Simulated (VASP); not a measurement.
Given:

```xyz
3
Lattice="4.1970 0.0000 0.0000 -2.0985 3.6347 0.0000 0.0000 0.0000 4.5444" Properties=species:S:1:pos:R:3 pbc="T T T"
Co     0.0000     0.0000     0.0000
Si     0.0000     2.4232     2.2722
Si     2.0985     1.2116     2.2722
```
Starting moments (μB, in the order of the record's atoms Co Si Si): 3.0 0.0 0.0.

Calculation: PBE GGA, VASP's PBE PAW potentials (set 64) (plane waves; VASP). Settings: 300 eV cut-off, 7×7×6 Γ-centred mesh, Fermi-Dirac smearing of 0.10 eV, potentials Co Si.

At this cut-off the stress carries a Pulay error, which pulls relaxed volumes low.

Q: Give the stress tensor in GPa (positive for a compressed cell).

A: 
```
-13.05    0.00    0.00
  0.00  -13.05    0.00
  0.00    0.00  -13.58
```
The pressure is its mean diagonal, -13.23 GPa.

The structure was generated: CoSi2 was put into an ordered model structure, which need not be its known phase. The cell was not relaxed at this level.
